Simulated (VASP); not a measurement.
# Be3Ga3C2 (P-6m2) in VASP: further runs, part 2 of 2

VASP 6.6.1.

## Step 3: Single point, PBE (species swapped into the Mn3Fe3Ge2 type (P-6m2, No. 187))

The input, INCAR:

```
SYSTEM = Be3Ga3C2
PREC = Accurate
ENCUT = 520
EDIFF = 1E-7
ISMEAR = 0
SIGMA = 0.1
LREAL = .FALSE.
LASPH = .TRUE.
NELM = 100
ALGO = Fast
ISIF = 2
LWAVE = .FALSE.
LCHARG = .FALSE.
GGA = PE
NBANDS = 36
```

The input, KPOINTS:

```
Automatic mesh
0
G
  9 9 14
  0 0 0
```

The input, POSCAR:

```
Be3Ga3C2
1.0
    6.4543195003      0.0000000000      0.0000000000
   -3.2271597501      5.5896046514      0.0000000000
    0.0000000000      0.0000000000      2.7159970917
Be Ga C
3 3 2
Direct
    0.8822410669      0.4411205335      0.5000000000
    0.5588794665      0.4411205335      0.5000000000
    0.5588794665      0.1177589331      0.5000000000
    0.6782866689      0.8391433344      0.0000000000
    0.1608566656      0.8391433344      0.0000000000
    0.1608566656      0.3217133311      0.0000000000
    0.0000000000      0.0000000000      0.5000000000
    0.6666666667      0.3333333333      0.0000000000
```

Potentials or basis: VASP PAW PBE potentials, release 64 (Be, Ga_d, C).

On the command line:

```console
> cat potpaw_PBE.64/Be/POTCAR potpaw_PBE.64/Ga_d/POTCAR potpaw_PBE.64/C/POTCAR > POTCAR
> mpirun -np 1 vasp_std > vasp.out
```

OUTCAR:

```text
SYSTEM = Be3Ga3C2
   PREC = Accurate
   ENCUT = 520
   EDIFF = 1E-7
   ISMEAR = 0
   LREAL = .FALSE.
   LASPH = .TRUE.
   NELM = 100
   ISIF = 2
   GGA = PE

 ion  position               nearest neighbor table
   1  0.882  0.441  0.500-   8 1.82   8 1.82   2 2.09   3 2.09
   2  0.559  0.441  0.500-   8 1.82   8 1.82   3 2.09   1 2.09
   3  0.559  0.118  0.500-   8 1.82   8 1.82   2 2.09   1 2.09
   4  0.678  0.839  0.000-   7 2.25   7 2.25
   5  0.161  0.839  0.000-   7 2.25   7 2.25
   6  0.161  0.322  0.000-   7 2.25   7 2.25
   7  0.000  0.000  0.500-   6 2.25   6 2.25   4 2.25   4 2.25   5 2.25   5 2.25
   8  0.667  0.333  0.000-   3 1.82   3 1.82   1 1.82   1 1.82   2 1.82   2 1.82

  LATTYP: Found a hexagonal cell.
 ALAT       =     6.4543195003
 C/A-ratio  =     0.4208030129

  Lattice vectors:

 A1 = (   6.4543195003,   0.0000000000,   0.0000000000)
 A2 = (  -3.2271597501,   5.5896046514,   0.0000000000)
 A3 = (   0.0000000000,   0.0000000000,   2.7159970917)

Analysis of symmetry for initial positions (statically):
=====================================================================
 Subroutine PRICEL returns:
 Original cell was already a primitive cell.

 Routine SETGRP: Setting up the symmetry group for a
 hexagonal supercell.

 Subroutine GETGRP returns: Found 12 space group operations
 (whereof 12 operations were pure point group operations)
 out of a pool of 24 trial point group operations.

The static configuration has the point symmetry D_3h.

Analysis of symmetry for dynamics (positions and initial velocities):
=====================================================================
 Subroutine PRICEL returns:
 Original cell was already a primitive cell.

 Routine SETGRP: Setting up the symmetry group for a
 hexagonal supercell.

 Subroutine GETGRP returns: Found 12 space group operations
 (whereof 12 operations were pure point group operations)
 out of a pool of 24 trial point group operations.

The dynamic configuration has the point symmetry D_3h.

 Subroutine INISYM returns: Found 12 space group operations
 (whereof 12 operations are pure point group operations),
 and found     1 'primitive' translations

----------------------------------------------------------------------------------------

                                     Primitive cell

  volume of cell :      97.9853

  direct lattice vectors                    reciprocal lattice vectors
     6.454319500  0.000000000  0.000000000     0.154935001  0.089451765  0.000000000
    -3.227159750  5.589604651  0.000000000     0.000000000  0.178903529  0.000000000
     0.000000000  0.000000000  2.715997092     0.000000000  0.000000000  0.368188907

  length of vectors
     6.454319500  6.454319500  2.715997092     0.178903529  0.178903529  0.368188907

  position of ions in fractional coordinates (direct lattice)
     0.882241067  0.441120533  0.500000000
     0.558879467  0.441120533  0.500000000
     0.558879467  0.117758933  0.500000000
     0.678286669  0.839143334  0.000000000
     0.160856666  0.839143334  0.000000000
     0.160856666  0.321713331  0.000000000
     0.000000000  0.000000000  0.500000000
     0.666666667  0.333333333  0.000000000

  ion indices of the primitive-cell ions
   primitive index   ion index
                 1           1
[... 59 lines left out ...]
  0.333333  0.333333  0.071429      4.000000
 [... further k-points ...]
   k-points           NKPTS =     96   k-points in BZ     NKDIM =     96   number of bands    NBANDS=     36
   number of dos      NEDOS =    301   number of ions     NIONS =      8
   total plane-waves  NPLWV =  46080
   dimension x,y,z NGX =    48 NGY =   48 NGZ =   20
   dimension x,y,z NGXF=    96 NGYF=   96 NGZF=   40
   ions per type =               3   3   2
   NGX,Y,Z   is equivalent  to a cutoff of  12.36, 12.36, 12.24 a.u.
   NGXF,Y,Z  is equivalent  to a cutoff of  24.73, 24.73, 24.48 a.u.
 SYSTEM =  Be3Ga3C2
   PREC   = accura    normal or accurate (medium, high low for compatibility)
   ISTART =      0    job   : 0-new  1-cont  2-samecut
   ICHARG =      2    charge: 1-file 2-atom 10-const
   ISPIN  =      1    spin polarized calculation?
   LNONCOLLINEAR =      F non collinear calculations
   LSORBIT =      F    spin-orbit coupling
   LASPH  =      T    aspherical Exc in radial PAW
   ENCUT  =  520.0 eV  38.22 Ry    6.18 a.u.  12.00 12.00  5.05*2*pi/ulx,y,z
   NELM   =    100;   NELMIN=  2; NELMDL= -5     # of ELM steps
   EDIFF  = 0.1E-06   stopping-criterion for ELM
   LREAL  =      F    real-space projection
   EDIFFG = 0.1E-05   stopping-criterion for IOM
   NSW    =      0    number of steps for IOM
   IBRION =     -1    ionic relax: 0-MD 1-quasi-New 2-CG
   NFREE  =      0    steps in history (QN), initial steepest desc. (CG)
   ISIF   =      2    stress and relaxation
   ISYM   =      2    0-nonsym 1-usesym 2-fastsym
   POTIM  = 0.5000    time-step for ionic-motion
   TEBEG  =    0.0;   TEEND  =   0.0 temperature during run
   PSTRESS=    0.0 pullay stress
   NELECT =      53.0000    total number of electrons
   NUPDOWN=      -1.0000    fix difference up-down
   EMIN   =  10.00;   EMAX   =-10.00  energy-range for DOS
   EFERMI =   0.00;   METHOD = LEGACY
   ISMEAR =     0;   SIGMA  =   0.10  broadening in eV -4-tet -1-fermi 0-gaus
   EFERMI_NEDOS =   21; number of points for ismear=-14 and -15
   IALGO  =     68    algorithm
   IMIX   =      4    mixing-type and parameters
     AMIX     =   0.40;   BMIX     =  1.00
     AMIX_MAG =   1.60;   BMIX_MAG =  1.00
  volume/ion in A,a.u.               =      12.25        82.65
  Fermi-wavevector in a.u.,A,eV,Ry     =   1.333869  2.520647 24.207573  1.779206
  Thomas-Fermi vector in A             =   2.462694
   LORBIT       =      0    0 simple, 1 ext, 2 COOP (PROOUT), +10 PAW based schemes
   GGA     = PE    functional components
   LHFCALC =     F    Hartree Fock is set to
   AEXX    =    0.0000 exact exchange contribution
   IVDW    =     0    specifies the selected vdW correction
   LEPSILON=     F    determine dielectric tensor
   LRPA    =     F    only Hartree local field effects (RPA)
 non-spin polarized calculation
 RMM-DIIS sequential band-by-band and
 Gauss-broadening in eV      SIGMA  =   0.10
  energy-cutoff  :      520.00
  volume of cell :       97.99
 maximum number of plane-waves:      2664
   NGX = 25   NGY = 25   NGZ = 11

 number of electron      53.0000031 magnetization

 Free energy of the ion-electron system (eV)
  ---------------------------------------------------
  ext. energy  EPLUGINS =         0.00000000
  ---------------------------------------------------
  free energy    TOTEN  =       -32.95117443 eV

  energy without entropy =      -32.93621191  energy(sigma->0) =      -32.94369317

 E-fermi :   5.7194     XC(G=0): -10.8709

 val. band max:        5.7153697748   @ k =   0.3333  -0.0000   0.1429
 cond. band min:       5.7298228025   @ k =   0.4444   0.1111   0.3571
 fundamental gap:      0.0144530277
 Fermi energy:         5.7194264379

 k-point     1 :       0.0000    0.0000    0.0000
  band No.  band energies     occupation
      1      -9.3934      2.00000
      2      -9.3210      2.00000
      3      -9.3210      2.00000
      4      -9.3039      2.00000
      5      -9.1413      2.00000
      6      -9.1413      2.00000
[... 925 lines left out ...]
     35      12.9468      0.00000
     36      13.7074      0.00000

 [... further k-points ...]

------------------------ aborting loop because EDIFF is reached ----------------------------------------

  FORCE on cell =-STRESS in cart. coord.  units (eV):
  Direction    XX          YY          ZZ          XY          YZ          ZX
  --------------------------------------------------------------------------------------
  -------------------------------------------------------------------------------------
  Total        0.1015499      0.1015499      0.2015290      0.0000000     -0.0000000      0.0000000
  in kB        1.6604633      1.6604633      3.2952415      0.0000000     -0.0000000      0.0000000
  external PRESSURE =       2.2053894 kB  Pullay stress =       0.0000000 kB

 VOLUME and BASIS-vectors are now :
 -----------------------------------------------------------------------------
  energy-cutoff  :      520.00
  volume of cell :       97.99
      direct lattice vectors                 reciprocal lattice vectors
     6.454319500  0.000000000  0.000000000     0.154935001  0.089451765  0.000000000
    -3.227159750  5.589604651  0.000000000     0.000000000  0.178903529  0.000000000
     0.000000000  0.000000000  2.715997092     0.000000000  0.000000000  0.368188907

 POSITION                                       TOTAL-FORCE (eV/Angst)
 -----------------------------------------------------------------------------------
      4.27070      2.46569      1.35800         0.029195      0.016856      0.000000
      2.18362      2.46569      1.35800        -0.029195      0.016856      0.000000
      3.22716      0.65823      1.35800        -0.000000     -0.033712      0.000000
      1.66983      4.69048      0.00000        -0.019853     -0.011462      0.000000
     -1.66983      4.69048      0.00000         0.019853     -0.011462      0.000000
      0.00000      1.79825      0.00000         0.000000      0.022925     -0.000000
      0.00000      0.00000      1.35800         0.000000      0.000000      0.000000
      3.22716      1.86320      0.00000         0.000000      0.000000      0.000000
 -----------------------------------------------------------------------------------
    total drift:                               -0.000005      0.000003      0.000000

  FREE ENERGIE OF THE ION-ELECTRON SYSTEM (eV)
  ---------------------------------------------------
  free  energy   TOTEN  =       -32.9511744323 eV

  energy  without entropy=      -32.9362119075  energy(sigma->0) =      -32.94369317
```

Wall time 2.6 min (1 thread of Intel Xeon 6975P-C (Granite Rapids), shared host); peak memory 0.4 GiB.

Results:

```
Free energy            : -32.9512 eV
Pressure               : 0.2 GPa
Largest force          : 0.034 eV/Å
Band gap on the k mesh : none (metal or under the smearing width)
```

Forces in eV/Å, atoms in the order of the input:
```
Be   0.029  0.017  0.000
Be  -0.029  0.017  0.000
Be   0.000 -0.034  0.000
Ga  -0.020 -0.011  0.000
Ga   0.020 -0.011  0.000
Ga   0.000  0.023  0.000
C    0.000  0.000  0.000
C    0.000  0.000  0.000
```

Stress tensor (GPa, compression positive):
```
0.17 0.00 0.00
0.00 0.17 0.00
0.00 0.00 0.33
```
